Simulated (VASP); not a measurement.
Consider the following.

```
CELL_PARAMETERS angstrom
      0.00000     2.53315     2.53315
      2.53315     0.00000     2.53315
      2.53315     2.53315     0.00000
ATOMIC_POSITIONS crystal
  Sr 0.00000 0.00000 0.00000
  O  0.50000 0.50000 0.50000
```

Method: PBE GGA with D4 dispersion, VASP's PBE PAW potentials (set 64) (plane waves; VASP 6.6.1). Numerical set-up: 520 eV cut-off, 9×9×9 Γ-centred mesh, Gaussian smearing of 0.050 eV, potentials Sr_sv O.

### Question
What does the run give for the energy per atom (σ→0), pressure?

### Answer

- energy per atom (σ→0): -6.173 eV/atom
- pressure: 6.29 GPa

Total energies compare only between runs with the same potentials, cut-off and functional.

The compound is SrO in the rock salt structure. This cell is one point of a volume scan, at 0.94 of the reference volume.
